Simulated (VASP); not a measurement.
Method: PBE GGA, VASP's PBE PAW potentials (set 64) (plane waves; VASP).

A VASP calculation is set up with these files.

**INCAR**
```
! general
SYSTEM =PbO
PREC   =Accurate
ENCUT  =400
LREAL  =.FALSE.
LASPH  =.TRUE.

! electronic loop
EDIFF  =1E-6
NELM   =100
ALGO   =Normal
LMAXMIX=4

! smearing
ISMEAR =-1
SIGMA  =0.1

! functional
GGA    =PE

! ions
ISIF   =2

! output
LWAVE  =.FALSE.
LCHARG =.FALSE.
```

**KPOINTS**
```
Regular mesh
0
gamma
6 6 4
0.5 0.5 0.5
```

POSCAR:
```
PbO
3.9860030
  1.0000000000   0.0000000000   0.0000000000
  0.0000000000   1.0000000000   0.0000000000
  0.0000000000   0.0000000000   1.3151164211
Pb O
2 2
Direct
  0.5000000000   0.0000000000   0.2259700000
  0.0000000000   0.5000000000   0.7740300000
  0.5000000000   0.5000000000   0.0000000000
  0.0000000000   0.0000000000   0.0000000000
```

POTCAR, in this order: Pb_d O (PBE.64 set). Program: vasp_std.

Output of the run:

**OSZICAR**
```
       N       E                     dE             d eps       ncg     rms          rms(c)
DAV:   1     0.424456938273E+03    0.42446E+03   -0.17396E+04   576   0.162E+03
DAV:   2     0.298381361695E+02   -0.39462E+03   -0.38900E+03   624   0.459E+02
DAV:   3    -0.243543358696E+02   -0.54192E+02   -0.52928E+02   768   0.182E+02
DAV:   4    -0.260904118295E+02   -0.17361E+01   -0.17352E+01   632   0.385E+01
DAV:   5    -0.261498447509E+02   -0.59433E-01   -0.59424E-01   800   0.671E+00    0.122E+01
DAV:   6    -0.216428447167E+02    0.45070E+01   -0.34646E+01   920   0.453E+01    0.518E+00
DAV:   7    -0.215261203176E+02    0.11672E+00   -0.30824E+00   704   0.128E+01    0.263E+00
DAV:   8    -0.215418955604E+02   -0.15775E-01   -0.10139E+00   872   0.747E+00    0.149E+00
DAV:   9    -0.214949772143E+02    0.46918E-01   -0.29430E-01   904   0.454E+00    0.258E-01
DAV:  10    -0.214981222336E+02   -0.31450E-02   -0.23842E-02   704   0.104E+00    0.131E-01
DAV:  11    -0.214978705151E+02    0.25172E-03   -0.51921E-03   944   0.621E-01    0.601E-02
DAV:  12    -0.214978938500E+02   -0.23335E-04   -0.46946E-04   688   0.176E-01    0.589E-02
DAV:  13    -0.214978522622E+02    0.41588E-04   -0.38061E-04   968   0.176E-01    0.109E-02
DAV:  14    -0.214978512450E+02    0.10172E-05   -0.68118E-05   840   0.717E-02    0.553E-03
DAV:  15    -0.214978504952E+02    0.74975E-06   -0.73543E-06   664   0.289E-02
   1 F= -.21497850E+02 E0= -.21497842E+02  d E =-.163327E-04
```

### OUTCAR
```
------------------------ aborting loop because EDIFF is reached ----------------------------------------
  FORCE on cell =-STRESS in cart. coord.  units (eV):
  Direction    XX          YY          ZZ          XY          YZ          ZX
  --------------------------------------------------------------------------------------
  Total        0.8057541      0.8057541      0.2676943      0.0000000      0.0000000      0.0000000
  in kB       15.5001544     15.5001544      5.1495896      0.0000000      0.0000000      0.0000000
  external PRESSURE =      12.0499661 kB  Pullay stress =       0.0000000 kB
  volume of cell :       83.29
      direct lattice vectors                 reciprocal lattice vectors
     3.986003000  0.000000000  0.000000000     0.250877884  0.000000000  0.000000000
     0.000000000  3.986003000  0.000000000     0.000000000  0.250877884  0.000000000
     0.000000000  0.000000000  5.242058000     0.000000000  0.000000000  0.190764772
 POSITION                                       TOTAL-FORCE (eV/Angst)
 -----------------------------------------------------------------------------------
      1.99300      0.00000      1.18455         0.000000     -0.000000      0.449112
      0.00000      1.99300      4.05751         0.000000     -0.000000     -0.449112
      1.99300      1.99300      0.00000         0.000000      0.000000      0.000000
      0.00000      0.00000      0.00000         0.000000     -0.000000      0.000000
 -----------------------------------------------------------------------------------
    total drift:                                0.000000      0.000000      0.000000
  FREE ENERGIE OF THE ION-ELECTRON SYSTEM (eV)
  ---------------------------------------------------
  free  energy   TOTEN  =       -21.4978504952 eV

  energy  without entropy=      -21.4978341625  energy(sigma->0) =      -21.49784233
```
(Selected blocks of OUTCAR.)

At this cut-off the stress carries a Pulay error, which pulls relaxed volumes low.

The structure comes from a computed database's PbO entry; how it stands against other phases isn't given here. The cell was not relaxed at this level, and its volume differs by -4.4 % from the start's.
